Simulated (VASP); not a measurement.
Output of a VASP run:

**OSZICAR**
```
       N       E                     dE             d eps       ncg     rms          rms(c)
DAV:   1     0.674065799416E+03    0.67407E+03   -0.25074E+04  1680   0.200E+03
DAV:   2     0.485026638664E+02   -0.62556E+03   -0.60401E+03  1824   0.577E+02
DAV:   3    -0.664010350639E+02   -0.11490E+03   -0.11106E+03  2596   0.216E+02
DAV:   4    -0.714746397501E+02   -0.50736E+01   -0.50682E+01  2292   0.483E+01
DAV:   5    -0.716920396768E+02   -0.21740E+00   -0.21734E+00  2368   0.801E+00    0.303E+01
DAV:   6    -0.544948248944E+02    0.17197E+02   -0.12755E+02  2032   0.101E+02    0.128E+01
DAV:   7    -0.539040584779E+02    0.59077E+00   -0.22792E+01  2112   0.364E+01    0.741E+00
DAV:   8    -0.537963865197E+02    0.10767E+00   -0.60201E+00  2104   0.211E+01    0.454E+00
DAV:   9    -0.535905569118E+02    0.20583E+00   -0.19006E+00  2116   0.112E+01    0.114E+00
DAV:  10    -0.536036210515E+02   -0.13064E-01   -0.10243E-01  2084   0.255E+00    0.192E-01
DAV:  11    -0.536035250332E+02    0.96018E-04   -0.42852E-03  2344   0.492E-01    0.126E-01
DAV:  12    -0.536033894730E+02    0.13556E-03   -0.87972E-04  2292   0.196E-01    0.478E-02
DAV:  13    -0.536033637224E+02    0.25751E-04   -0.13226E-04  2296   0.769E-02    0.766E-03
DAV:  14    -0.536033649286E+02   -0.12062E-05   -0.62847E-06  1952   0.195E-02    0.377E-03
DAV:  15    -0.536033655086E+02   -0.57996E-06   -0.12364E-06  2336   0.669E-03    0.170E-03
DAV:  16    -0.536033654985E+02    0.10100E-07   -0.51136E-07  1940   0.592E-03
   1 F= -.54997283E+02 E0= -.54997283E+02  d E =-.549973E+02
       N       E                     dE             d eps       ncg     rms          rms(c)
DAV:   1    -0.536372710973E+02   -0.33906E-01   -0.54633E+00  1684   0.195E+01    0.120E+00
DAV:   2    -0.536301372785E+02    0.71338E-02   -0.18255E-01  1832   0.347E+00    0.762E-01
DAV:   3    -0.536211998739E+02    0.89374E-02   -0.29506E-02  2184   0.143E+00    0.351E-01
DAV:   4    -0.536189971517E+02    0.22027E-02   -0.10810E-02  2148   0.898E-01    0.702E-02
DAV:   5    -0.536189983209E+02   -0.11693E-05   -0.98352E-04  1912   0.281E-01    0.390E-02
DAV:   6    -0.536189906402E+02    0.76807E-05   -0.10410E-04  2528   0.782E-02    0.163E-02
DAV:   7    -0.536189910550E+02   -0.41484E-06   -0.30360E-05  2136   0.420E-02    0.610E-03
DAV:   8    -0.536189911642E+02   -0.10912E-06   -0.45087E-06  2080   0.162E-02    0.235E-03
DAV:   9    -0.536189911104E+02    0.53758E-07   -0.30313E-07  1560   0.488E-03
   2 F= -.55012580E+02 E0= -.55012580E+02  d E =-.152970E-01
       N       E                     dE             d eps       ncg     rms          rms(c)
DAV:   1    -0.536234631068E+02   -0.44719E-02   -0.86782E-01  1684   0.779E+00    0.480E-01
DAV:   2    -0.536222744333E+02    0.11887E-02   -0.28572E-02  1832   0.138E+00    0.304E-01
DAV:   3    -0.536208268645E+02    0.14476E-02   -0.43430E-03  2156   0.557E-01    0.130E-01
DAV:   4    -0.536205410641E+02    0.28580E-03   -0.16029E-03  2168   0.343E-01    0.308E-02
DAV:   5    -0.536205371464E+02    0.39177E-05   -0.15423E-04  1940   0.114E-01    0.155E-02
DAV:   6    -0.536205362573E+02    0.88915E-06   -0.16251E-05  2576   0.306E-02    0.596E-03
DAV:   7    -0.536205364554E+02   -0.19816E-06   -0.42052E-06  2124   0.156E-02    0.240E-03
DAV:   8    -0.536205364893E+02   -0.33889E-07   -0.73638E-07  1808   0.652E-03
   3 F= -.55013996E+02 E0= -.55013996E+02  d E =-.167121E-01
```

File OUTCAR:
```
------------------------ aborting loop because EDIFF is reached ----------------------------------------
 Edisp (eV)   -1.39346
  FORCE on cell =-STRESS in cart. coord.  units (eV):
  Direction    XX          YY          ZZ          XY          YZ          ZX
  --------------------------------------------------------------------------------------
  Total      -4.42703    -4.42703    -4.43368     0.00000     0.00000     0.00000
  in kB    -106.41008  -106.41008  -106.56982     0.00000     0.00000     0.00000
  external pressure =     -106.46 kB  Pullay stress =        0.00 kB
  volume of cell :       66.66
      direct lattice vectors                 reciprocal lattice vectors
     4.724628109  0.000000000  0.000000000     0.211656871  0.000000000  0.000000000
     0.000000000  4.724628109  0.000000000    -0.000000000  0.211656871  0.000000000
     0.000000000  0.000000000  2.986105325     0.000000000  0.000000000  0.334884370
 POSITION                                       TOTAL-FORCE (eV/Angst)
 -----------------------------------------------------------------------------------
      0.00000      4.72463      0.00000         0.000000      0.000000      0.000000
      2.36231      2.36231      1.49305         0.000000      0.000000      0.000000
      1.44982      1.44982      0.00000         0.000406      0.000406     -0.000000
      3.81214      0.91249      1.49305         0.000406     -0.000406      0.000000
      0.91249      3.81214      1.49305        -0.000406      0.000406      0.000000
      3.27481      3.27481      0.00000        -0.000406     -0.000406      0.000000
 -----------------------------------------------------------------------------------
    total drift:                                0.000000      0.000000     -0.000000
  FREE ENERGIE OF THE ION-ELECTRON SYSTEM (eV)
  ---------------------------------------------------
  free  energy   TOTEN  =       -55.0139955525 eV

  energy  without entropy=      -55.0139955525  energy(sigma->0) =      -55.01399555

 reached required accuracy - stopping structural energy minimisation
```
(Selected blocks of OUTCAR.)

File POSCAR:
```
TiO2
1
    4.6990881714     0.0000000000     0.0000000000
    0.0000000000     4.6990881714     0.0000000000
    0.0000000000     0.0000000000     3.0186530003
Ti O
2 4
Direct
  0.0000000000   0.0000000000   0.0000000000
  0.5000000000   0.5000000000   0.5000000000
  0.3043164273   0.3043164273   0.0000000000
  0.8043164273   0.1956835727   0.5000000000
  0.1956835727   0.8043164273   0.5000000000
  0.6956835727   0.6956835727   0.0000000000
```

Question: Reconstruct the remaining input files.

Answer: This is not unique; one that fits is the input of the run itself, PBE GGA with D3 dispersion (Becke-Johnson damping), plane waves, VASP's PBE PAW potentials (set 64).

**KPOINTS**
```
Automatic mesh
0
Gamma
5 5 8
0 0 0
```

**INCAR**
```
SYSTEM = TiO2
PREC = Accurate; ENCUT = 520; LREAL = .FALSE.
LASPH = .TRUE.
EDIFF = 1E-7; NELM = 100; ALGO = Normal
LMAXMIX = 4
ISMEAR = 0; SIGMA = 0.05
GGA = PE; IVDW = 12
IBRION = 2; NSW = 30; ISIF = 4
EDIFFG = -0.01
LWAVE = .FALSE.; LCHARG = .FALSE.
```

POTCAR, in this order: Ti_sv O (PBE.64 set). Program: vasp_std.

The compound is TiO2 in the rutile structure. This cell is one point of a volume scan, at 1.06 of the reference volume. Symmetry was kept, so distortions that lower it aren't found.
